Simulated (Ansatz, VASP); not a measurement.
# Cross-check of Sn between VASP and Ansatz

Wanted: the spread between two codes on one cell, functional and k mesh. The cell is taken from a series of runs on this material, whose earlier steps may have relaxed, scaled, displaced or heated it; both programs get it as it stands.

Calculated with Ansatz 0.2.0; plane waves, with VASP 6.6.1 beside it; zone-centre phonons at PBEsol.

### 1. The starting structure

Symmetry: Imma, No. 74, orthorhombic system. The conventional cell has a = 4.618 Å, b = 4.717 Å, c = 6.478 Å, α = 90.00°, β = 90.00°, γ = 90.00°. Sn has 4 Sn at 2.83 to 2.85 Å nearest.

### 2. VASP: zone-centre phonons, PBEsol

Second derivatives magnify differences that forces hide, and they need a tight electronic threshold.

Lines of VASP's logs that name or quote its potential files are left out, and so is its time.

INCAR

```
SYSTEM = Sn
PREC = Accurate
ENCUT = 500
EDIFF = 1E-08
NELM = 120
ISMEAR = 1
SIGMA = 0.2
LREAL = .FALSE.
ALGO = Normal
GGA = PS
NBANDS = 20
LORBIT = 11
LWAVE = .FALSE.
LCHARG = .FALSE.
ISIF = 2
IBRION = 8
LASPH = .TRUE.
GGA_COMPAT = .FALSE.
KPAR = 2
```

POSCAR

```
Sn
1.0
    0.0352345621      3.3004584753      3.2390129005
    3.3004584753      0.0352345621      3.2390129005
    3.3356930373      3.3356930373     -0.0000000001
Sn
2
Direct
    0.5019319298      0.5019319298      0.4980680702
    0.7480680702      0.7480680702      0.7519319298
```

KPOINTS

```
Automatic mesh
0
Gamma
12 12 12
0 0 0
```

PAW data sets: Sn_d (PBE family, release 64).

Command:

```bash
mpirun -np 2 vasp_std
```

Numbers of over 12 decimals in the logs are rounded to 6 here.

What it wrote:

```text
[banner, memory and clock lines left out]
running    2 mpi-ranks, on    1 nodes
 distrk:  each k-point on    1 cores,    2 groups
 distr:  one band on    1 cores,    1 groups

 POSCAR found type information on POSCAR Sn
 POSCAR found :  1 types and       2 ions
|                                                                             |
|               ----> ADVICE to this user running VASP <----                  |
|                                                                             |
|     You enforced a specific xc type in the INCAR file but a different       |
|     [... a line on the potential file left out ...]
|     I HOPE YOU KNOW WHAT YOU ARE DOING!                                     |
|                                                                             |

 LDA part: xc-table for (Slater+PW92), standard interpolation
 POSCAR, INCAR and KPOINTS ok, starting setup
 FFT: planning ... GRIDC
 FFT: planning ... GRID_SOFT
 FFT: planning ... GRID
 WAVECAR not read
 entering main loop
       N       E                     dE             d eps       ncg     rms          rms(c)
DAV:   1     0.219855694812E+03    0.21986E+03   -0.14782E+04 11240   0.196E+03
DAV:   2     0.145698161842E+02   -0.20529E+03   -0.20145E+03 11240   0.436E+02
DAV:   3    -0.781550414213E+01   -0.22385E+02   -0.22257E+02 12840   0.141E+02
DAV:   4    -0.853172582680E+01   -0.71622E+00   -0.71584E+00 12732   0.285E+01
DAV:   5    -0.855661569535E+01   -0.24890E-01   -0.24889E-01 15444   0.518E+00    0.312E+00
DAV:   6    -0.849089736455E+01    0.65718E-01   -0.42561E-02 15128   0.274E+00    0.176E+00
DAV:   7    -0.845939619292E+01    0.31501E-01   -0.51896E-02 12756   0.259E+00    0.164E-01
DAV:   8    -0.846029038265E+01   -0.89419E-03   -0.70188E-03 12256   0.102E+00    0.527E-02
DAV:   9    -0.846054763493E+01   -0.25725E-03   -0.35642E-04 13884   0.147E-01    0.117E-02
DAV:  10    -0.846056038784E+01   -0.12753E-04   -0.20868E-05 13392   0.395E-02    0.524E-03
DAV:  11    -0.846056221048E+01   -0.18226E-05   -0.32283E-06 13896   0.127E-02    0.104E-03
DAV:  12    -0.846056214922E+01    0.61254E-07   -0.27182E-07 13232   0.515E-03    0.567E-04
DAV:  13    -0.846056216199E+01   -0.12766E-07   -0.30075E-08 10684   0.130E-03    0.148E-04
DAV:  14    -0.846056215841E+01    0.35743E-08   -0.38079E-09  7388   0.692E-04
   1 F= -.84605622E+01 E0= -.84605159E+01  d E =-.138711E-03
 Linear response reoptimize wavefunctions to high precision
DAV:   1    -0.846056216219E+01   -0.37812E-08   -0.15414E-09  8020   0.522E-04
DAV:   2    -0.846056216227E+01   -0.80490E-10   -0.40153E-10  6492   0.213E-04
 Linear response DOF=           2
 Linear response progress:
  Degree of freedom:   1/  2
       N       E                     dE             d eps       ncg     rms          rms(c)
RMM:   1    -0.214301027883E+00   -0.21430E+00    0.53615E-01 43551   0.994E+00
RMM:   2    -0.220955738445E+00   -0.66547E-02   -0.19723E-02 60856   0.116E+00    0.688E-02
RMM:   3    -0.221114676219E+00   -0.15894E-03   -0.16080E-03 64149   0.322E-01    0.319E-02
RMM:   4    -0.221016145749E+00    0.98530E-04   -0.11430E-04 63689   0.971E-02    0.113E-02
RMM:   5    -0.221002895897E+00    0.13250E-04   -0.17356E-05 64984   0.328E-02    0.385E-03
RMM:   6    -0.221002374236E+00    0.52166E-06   -0.15643E-06 64664   0.951E-03    0.184E-03
RMM:   7    -0.221000349214E+00    0.20250E-05   -0.34775E-07 64126   0.345E-03    0.291E-04
RMM:   8    -0.220997928572E+00    0.24206E-05    0.28789E-07 66738   0.124E-03    0.222E-04
RMM:   9    -0.220996021490E+00    0.19071E-05    0.23850E-08 65297   0.520E-04    0.541E-05
RMM:  10    -0.220996478832E+00   -0.45734E-06    0.11001E-07 69664   0.224E-04    0.312E-05
RMM:  11    -0.220996445488E+00    0.33344E-07    0.12827E-07 66542   0.117E-04    0.661E-06
RMM:  12    -0.220996423814E+00    0.21674E-07    0.14477E-07 71510   0.673E-05    0.552E-06
RMM:  13    -0.220996411134E+00    0.12680E-07    0.14493E-07 72427   0.449E-05    0.294E-06
RMM:  14    -0.220996394938E+00    0.16195E-07    0.12771E-07 80958   0.347E-05    0.145E-06
RMM:  15    -0.220996378976E+00    0.15962E-07    0.11746E-07 79892   0.299E-05    0.197E-07
RMM:  16    -0.220996379219E+00   -0.24254E-09    0.10924E-07 66559   0.271E-05    0.390E-07
RMM:  17    -0.220996374197E+00    0.50222E-08    0.97752E-08 68694   0.259E-05    0.987E-08
 first order change of Fermi-energy   0.29830E-04
 force on displaced ion       1 direction 1 :  -6.969   0.103   0.000
 Linear response progress:
  Degree of freedom:   2/  2
       N       E                     dE             d eps       ncg     rms          rms(c)
RMM:   1    -0.214141069371E+00   -0.21414E+00    0.55398E-01 14040   0.100E+01
RMM:   2    -0.220788252452E+00   -0.66472E-02   -0.19649E-02 19623   0.116E+00    0.680E-02
RMM:   3    -0.220941930852E+00   -0.15368E-03   -0.16090E-03 20688   0.321E-01    0.314E-02
RMM:   4    -0.220838549417E+00    0.10338E-03   -0.11302E-04 20533   0.969E-02    0.113E-02
RMM:   5    -0.220823229565E+00    0.15320E-04   -0.15943E-05 20961   0.327E-02    0.391E-03
RMM:   6    -0.220823240251E+00   -0.10686E-07   -0.13516E-06 20811   0.944E-03    0.186E-03
RMM:   7    -0.220821473608E+00    0.17666E-05   -0.20652E-07 20625   0.341E-03    0.326E-04
RMM:   8    -0.220819135719E+00    0.23379E-05   -0.28816E-08 21367   0.122E-03    0.238E-04
RMM:   9    -0.220817293205E+00    0.18425E-05    0.10425E-10 20983   0.501E-04    0.562E-05
RMM:  10    -0.220817685685E+00   -0.39248E-06   -0.21136E-08 22170   0.207E-04    0.290E-05
RMM:  11    -0.220817678948E+00    0.67369E-08    0.14476E-08 21374   0.109E-04    0.511E-06
 first order change of Fermi-energy   0.37855E+00
 force on displaced ion       1 direction 3 :  -0.000  -0.000  -6.947
 Linear response finished
```

From OUTCAR (step 2):

```text
ion  position               nearest neighbor table
   1  0.502  0.502  0.498-   2 2.83   2 2.83   2 2.85   2 2.85
   2  0.748  0.748  0.752-   1 2.83   1 2.83   1 2.85   1 2.85

  LATTYP: Found a body centered orthorhombic cell.
 ALAT       =     4.6177239422
 B/A-ratio  =     1.0215817126
 C/A-ratio  =     1.4028612109

 Subroutine GETGRP returns: Found  8 space group operations
 (whereof  4 operations were pure point group operations)

The static configuration has the point symmetry C_2v.
 The point group associated with its full space group is D_2h.

 Found    280 irreducible k-points:

   k-points           NKPTS =    280   k-points in BZ     NKDIM =    280   number of bands    NBANDS=     20

   dimension x,y,z NGX =    36 NGY =   36 NGZ =   36
   dimension x,y,z NGXF=    72 NGYF=   72 NGZF=   72

   ENCUT  =  500.0 eV  36.75 Ry    6.06 a.u.   8.43  8.43  8.60*2*pi/ulx,y,z

   NELECT =      28.0000    total number of electrons

 k-points in reciprocal lattice and weights: Automatic mesh
   0.00000000  0.00000000  0.00000000       0.001
   0.08333333 -0.00000000  0.00000000       0.002
   0.16666667  0.00000000 -0.00000000       0.002
   0.25000000 -0.00000000 -0.00000000       0.002
   0.33333333 -0.00000000 -0.00000000       0.002
   0.41666667 -0.00000000 -0.00000000       0.002
   0.50000000 -0.00000000 -0.00000000       0.001
   0.08333333  0.08333333  0.00000000       0.001
   0.16666667  0.08333333 -0.00000000       0.002
[...]
0.25000000  0.25000000  0.50000000       0.001
  -0.25000000  0.25000000  0.50000000       0.001

 average (electrostatic) potential at core
       1-101.6147       2-101.6147

  Total       -0.2660236     -0.2660236     -0.0283533     -0.2363684      0.0000000      0.0000000
  in kB       -6.0407241     -6.0407241     -0.6438319     -5.3673305      0.0000000      0.0000000
  external PRESSURE =      -4.2417601 kB  Pullay stress =       0.0000000 kB

  energy-cutoff  :      500.00
  volume of cell :       70.56
      direct lattice vectors                 reciprocal lattice vectors
     0.035234562  3.300458475  3.239012901    -0.153128855  0.153128855  0.154368017
     3.300458475  0.035234562  3.239012901     0.153128855 -0.153128855  0.154368017
     3.335693037  3.335693037 -0.000000000     0.149893888  0.149893888 -0.154368017

 POSITION                                       TOTAL-FORCE (eV/Angst)
 -----------------------------------------------------------------------------------
      3.33569      3.33569      3.25153        -0.000000     -0.000000     -0.000497
      5.00354      5.00354      4.84600         0.000000      0.000000      0.000497
 -----------------------------------------------------------------------------------
    total drift:                                0.000000      0.000000     -0.000000

 Eigenvectors and eigenvalues of the dynamical matrix
 ----------------------------------------------------

   1 f  =    5.396135 THz    33.904916 2PiTHz  179.995689 cm-1    22.316611 meV
             X         Y         Z           dx          dy          dz
      3.335693  3.335693  3.251528    -0.500000    0.500000    0.000000
      5.003540  5.003540  4.846004     0.500000   -0.500000   -0.000000

   2 f  =    5.348543 THz    33.605889 2PiTHz  178.408204 cm-1    22.119788 meV
             X         Y         Z           dx          dy          dz
      3.335693  3.335693  3.251528     0.000000    0.000000    0.707107
      5.003540  5.003540  4.846004    -0.000000   -0.000000   -0.707107

   3 f  =    5.316957 THz    33.407424 2PiTHz  177.354586 cm-1    21.989156 meV
             X         Y         Z           dx          dy          dz
      3.335693  3.335693  3.251528     0.500000    0.500000   -0.000000
      5.003540  5.003540  4.846004    -0.500000   -0.500000    0.000000

   4 f  =    0.000000 THz     0.000000 2PiTHz    0.000002 cm-1     0.000000 meV
             X         Y         Z           dx          dy          dz
      3.335693  3.335693  3.251528    -0.052387    0.704853   -0.020941
      5.003540  5.003540  4.846004    -0.052387    0.704853   -0.020941

   5 f  =    0.000000 THz     0.000000 2PiTHz    0.000001 cm-1     0.000000 meV
             X         Y         Z           dx          dy          dz
      3.335693  3.335693  3.251528     0.705163    0.052373   -0.001236
      5.003540  5.003540  4.846004     0.705163    0.052373   -0.001236

   6 f/i=    0.000000 THz     0.000000 2PiTHz    0.000002 cm-1     0.000000 meV
             X         Y         Z           dx          dy          dz
      3.335693  3.335693  3.251528     0.000319   -0.020975   -0.706796
      5.003540  5.003540  4.846004     0.000319   -0.020975   -0.706796

 ELASTIC MODULI CONTR FROM IONIC RELAXATION (kBar)
 Direction    XX          YY          ZZ          XY          YZ          ZX
 --------------------------------------------------------------------------------
 XX          -0.1918     -0.1918     -0.3259      6.0880      0.0000     -0.0000
 YY          -0.1918     -0.1918     -0.3259      6.0880     -0.0000     -0.0000
 ZZ          -0.3259     -0.3259     -0.5536     10.3435      0.0000      0.0000
 XY           6.0880      6.0880     10.3435   -193.2417      0.0000     -0.0000
 YZ           0.0000     -0.0000      0.0000      0.0000   -198.8410      7.8968
 ZX          -0.0000     -0.0000      0.0000     -0.0000      7.8968   -181.8385
 --------------------------------------------------------------------------------
```

### 3. Ansatz: zone-centre phonons, PBEsol

Ansatz runs on its PAW soft_1 files.

The same cell, functional, mesh and smearing now go to Ansatz, which takes its cutoff from its data sets.

input.yaml

```yaml
crystal:
  lattice:
    - [0.0352345621, 3.3004584753, 3.2390129005]
    - [3.3004584753, 0.0352345621, 3.2390129005]
    - [3.3356930373, 3.3356930373, -1.0e-10]
  atoms:
    - { symbol: Sn, position: [0.5019319298, 0.5019319298, 0.4980680702] }
    - { symbol: Sn, position: [0.7480680702, 0.7480680702, 0.7519319298] }
kpoints:
  mp_grid: { grid: [12, 12, 12] }
hamiltonian:
  xc: pbesol
  pseudopotentials: { kind: paw, azcp: { folder: soft_1 }, xc_functional: pbe }
scf:
  occupations: { method: methfessel_paxton, width: 0.2 }
output:
  eigenvalues: true
phonons:
  method: dfpt
```

Command:

```bash
ansatz run input.yaml --threads 4 --pin off --max-ram 10240MiB --backend cpu --events-out ev --progress --plain --runs-dir out
```

What it wrote:

```text
zone centre: on kpoints.mp_grid the ground state, and the responses unless they are solved on pairs of k-points, stand on 476 of the mesh's 1728 k-points, reduced under 2 symmetry operations, with k and −k counted as one. Each operation leaves every solved displacement unchanged or reverses it
Engine: ansatz 0.2.0, x86_64-unknown-linux-gnu
Pseudopotentials: kind: paw
Pseudopotential: Sn, paw, valence charge 14, recommended cutoff 420 eV (normal), soft_1/Sn.paw.azcp
Functional definition: PBEsol
  exchange = pbesol_x
  correlation = pbesol_c
Crystal: 2 atoms, lattice volume = 70.557 Å³
Basis set: ecut = 420 eV, 1387 PW (Γ), exchange–correlation on 64×64×64 points (8 copies of the dense FFT grid, shifted against one another)
Bands: 18, of which v1, the nominal top of the filled ones, is band 14 counted from 1 (13 counted from 0)
Symmetry: 8 space group operations
k-points: 476 of 1728 (irreducible under 2 space group operations, time reversal used)
Non-local potential: Sn, projectors of the file, l = 0: 2, l = 1: 2, l = 2: 2, l = 3: 1
PAW form: soft (Blöchl's): semilocal exchange-correlation on the pseudo side does not see the compensation charge
PAW frozen core: Sn, regenerated for the run's functional, and the local potential with it (the file was generated under x = pbe(κ = 0.804, μ = 0.219515), c = pbe(β = 0.066725))
PAW one-centre angular grid: Sn, 590 points (default); XC on 64 Gauss nodes
Initial density: superposition of atomic densities (chi_scale 0.1, normalization cell)
Initial wavefunctions: pseudopotential atomic-orbital guess
Functional: x = pbesol(κ = 0.804, μ = 0.123457), c = pbesol(β = 0.046)
SCF iter   1: F=—  HF=-11899.709821 eV  |F-HF|=—  |Δ(HF+E_count)|=         —  Δρ=2.09e-2  dr2=3.26e-1  ethr=3.10e-3  ⟨swp⟩=5.6  Hψ=44918  notcnv=0
preconditioner: auto → Kerker (q_TF=auto, 2.339 Å⁻¹)  [metal: Δε(μ)=0.024 eV  Ē_g=19.830 eV  σ=0.200 eV  W_gap=0.10  n_scr=14 (ndim 8)  ℏωp=23.4 eV  f_vac=0.009  D(μ)=0.17/eV (n_scr^D=0)]
SCF iter   2: F=—  HF=-11899.669756 eV  |F-HF|=—  |Δ(HF+E_count)|=   4.01e-2  S|Δr|=    0.00e0  Δρ=1.36e-2  dr2=1.56e-1  ethr=1.17e-3  ⟨swp⟩=1.0  Hψ=12377  notcnv=0
SCF iter   3: F=—  HF=-11899.639620 eV  |F-HF|=—  |Δ(HF+E_count)|=   3.01e-2  S|Δr|=    0.00e0  Δρ=2.50e-3  dr2=1.27e-2  ethr=5.58e-4  ⟨swp⟩=1.0  Hψ=8568  notcnv=0
SCF iter   4: F=—  HF=-11899.640332 eV  |F-HF|=—  |Δ(HF+E_count)|=   7.13e-4  S|Δr|=    0.00e0  Δρ=1.36e-3  dr2=2.62e-3  ethr=4.52e-5  ⟨swp⟩=2.0  Hψ=10413  notcnv=0
SCF iter   5: F=—  HF=-11899.641490 eV  |F-HF|=—  |Δ(HF+E_count)|=   1.16e-3  S|Δr|=    0.00e0  Δρ=2.85e-4  dr2=7.43e-5  ethr=9.34e-6  ⟨swp⟩=2.0  Hψ=10477  notcnv=0
SCF iter   6: F=—  HF=-11899.641567 eV  |F-HF|=—  |Δ(HF+E_count)|=   7.71e-5  S|Δr|=    0.00e0  Δρ=5.46e-5  dr2=1.52e-6  ethr=2.66e-7  ⟨swp⟩=2.1  Hψ=11054  notcnv=0
SCF iter   7: F=—  HF=-11899.641575 eV  |F-HF|=—  |Δ(HF+E_count)|=   7.07e-6  S|Δr|=    0.00e0  Δρ=9.91e-6  dr2=6.16e-8  ethr=5.43e-9  ⟨swp⟩=2.0  Hψ=10503  notcnv=0
SCF iter   8: F=—  HF=-11899.641575 eV  |F-HF|=—  |Δ(HF+E_count)|=   1.77e-7  S|Δr|=    0.00e0  Δρ=2.50e-6  dr2=6.38e-9  ethr=2.20e-10  ⟨swp⟩=3.0  Hψ=15798  notcnv=0
SCF iter   9: F=—  HF=-11899.641575 eV  |F-HF|=—  |Δ(HF+E_count)|=   5.60e-9  S|Δr|=    0.00e0  Δρ=8.35e-7  dr2=1.04e-9  ethr=2.28e-11  ⟨swp⟩=2.0  Hψ=10492  notcnv=0
SCF iter  10: F=—  HF=-11899.641575 eV  |F-HF|=—  |Δ(HF+E_count)|=  5.53e-10  S|Δr|=    0.00e0  Δρ=4.02e-7  dr2=2.04e-10  ethr=3.72e-12  ⟨swp⟩=2.3  Hψ=11547  notcnv=0
SCF iter  11: F=—  HF=-11899.641575 eV  |F-HF|=—  |Δ(HF+E_count)|=  1.26e-10  S|Δr|=    0.00e0  Δρ=1.02e-7  dr2=1.26e-11  ethr=1.00e-12  ⟨swp⟩=2.0  Hψ=10383  notcnv=0
SCF iter  12: F=-11899.641575 eV  HF=-11899.641575 eV  |F-HF|=0.00e0  |Δ(HF+E_count)|=  2.55e-11  S|Δr|=    0.00e0  Δρ=5.34e-8  dr2=1.68e-12  ethr=1.00e-12  ⟨swp⟩=6.2  Hψ=38795  notcnv=0
SCF 1 converged in 12 iterations: F = -11899.641575 eV  dr2 = 1.68e-12
  greatest PAW one-centre occupation: 0.991 electrons in one spin orbital (limit 2), on the Sn atom at site 1 (counted from 0), in its partial waves of l = 2
DFPT response loops at Γ: preconditioner auto → Kerker (q_TF=auto, 2.339 Å⁻¹) (partly filled bands, converged f_vac=0.088); β = 1.00, the filter's whole step (`scf.mixing.beta` (0.50) is not read by the response loops under this deck's `scf.mixing.preconditioner`; to damp them name `kerker` or `kerker_dos`, under which they read `scf.mixing.beta`, and type it under 1.00, their step now; both keys bind the ground state too); Broyden in place of MSR1
SCF converged after 12 iterations
Stability not checked: this state was not tested for a lower state beside it, because cold or Methfessel-Paxton smearing, or corrected tetrahedra, fill the levels in a way that the test cannot read (fill_not_monotonic; see scf.lower_state_search)
Free energy (F): -11899.641575 eV
Harris-Foulkes:  -11899.641575 eV  (|F-HF|=0.00e0)
Internal energy: -11899.641436 eV  (E = F + TS)
E sigma→0 (E₀):  -11899.641540 eV
Entropy (-TS):   -0.000139 eV (-0.069 meV/atom)
Fermi energy:    7.308205 eV
--- Per-component energies (eV) ---
  E_band       = -259.375212
  E_kinetic    = 336.507197
  E_local      = -2661.168363  (includes V_loc(G=0)·N_el)
  E_nonlocal   = 293.767562
  E_hartree    = 1290.060436
  E_xc         = -248.797484
  E_vxc        = -160.083416  (∫ρ·V_xc dr)
  E_paw        = -8592.576348  (= ΣΔE_a)
  E_vpaw       = -648.519662  (= ΣTr[D̂ρ^β])
  E_aug_tail   = 0.000579  (compensation charges beyond the density's cutoff)
  E_ewald      = -2318.004695
  E_core_change = 0.569679  (= ΣΔE_core)
  E_smearing   = -0.000139  (= −TS)
  E_closure    = 0.000000  (closes the sum)
  Σ components = -11899.641575   (vs F -11899.641575, Δ=0.00e0)
--- Band table (eV; the first three rows and the last of 476) ---
  k-point 0: bands = [... 10 lower, -3.0925, 6.3984, 7.2900, 7.4594, 7.4889, 9.4315, 9.4384, 9.5571]
  k-point 1: bands = [... 10 lower, -3.0283, 5.6052, 7.2943, 7.3231, 7.7469, 9.5754, 9.7237, 9.7252]
  k-point 2: bands = [... 10 lower, -2.8387, 4.4140, 7.0228, 7.0285, 7.8143, 9.9484, 10.0782, 10.5506]
  k-point 475: bands = [... 10 lower, -0.0917, -0.0256, 4.7962, 4.9972, 7.9043, 8.1865, 14.7805, 14.9070]
--- Phonons (Γ-DFPT): 2 representative perturbations + reference, on 476 of 1728 k-points (Σ response iterations 6) ---
  k mesh reduced under 2 symmetry operations, with k and −k counted as one. Each operation leaves every solved displacement unchanged or reverses it
  ASR residual: 7.522e-6 → 0.000e0 eV/Å²; symmetrization residual: 2.553e-9 eV/Å²
  ASR residual per site (eV/Å²): 7.52e-6 7.52e-6
  Γ frequencies (cm⁻¹): 0.00 0.00 0.00 177.20 178.37 179.28
  non-analytic LO–TO correction: not included (Born effective charges unavailable; polar crystals: no LO–TO splitting at Γ)
```

In the SCF lines HF is the Harris–Foulkes energy and dr2 the Hartree energy of the density residual, in eV; the loop may stop once dr2 is under the threshold and the program's other checks hold. Hψ counts applications of the Hamiltonian.

### 4. Comparison

Known differences besides the potentials themselves: the cutoff is 420 eV in Ansatz and 500 eV in VASP; Ansatz makes its cores anew for this functional, VASP keeps those of its PBE data sets. Total energies have different zeros and are not compared.

Both answers:

| quantity | Ansatz | VASP | difference |
| --- | --- | --- | --- |
| optical mode 1 (cm⁻¹) | 177.2 | 177.4 | -0.09 % |
| optical mode 2 (cm⁻¹) | 178.4 | 178.4 | -0.02 % |
| optical mode 3 (cm⁻¹) | 179.3 | 180.0 | -0.40 % |

Modes are paired by rising frequency, not by their patterns, so a pair may set unlike modes beside each other; they are those without the splitting of longitudinal modes.

### 5. Results

| Property | Result |
| --- | --- |
| r.m.s. difference of the optical zone-centre modes, each program's sorted by frequency (zone-centre phonons, PBEsol) | 0.42 cm⁻¹ |

The r.m.s. difference of the optical zone-centre modes, each program's sorted by frequency is 0.42 cm⁻¹ (zone-centre phonons, PBEsol). Such differences can come from data sets, numerical settings and the points named under the comparisons, not from the functional's error against experiment.

[Lines on the potential files, build, host, timing and source positions are cut from VASP's logs without a mark.]

[Logs are printed without paths, hosts, clocks, repeated set-up lines and the standing remarks that a program may print on its own settings, such as how far it seeks lower states.]

[Hosts, paths, dates, database ids (printed as entryN), source tags and the programs' standing remarks are cut or masked in the printed files.]
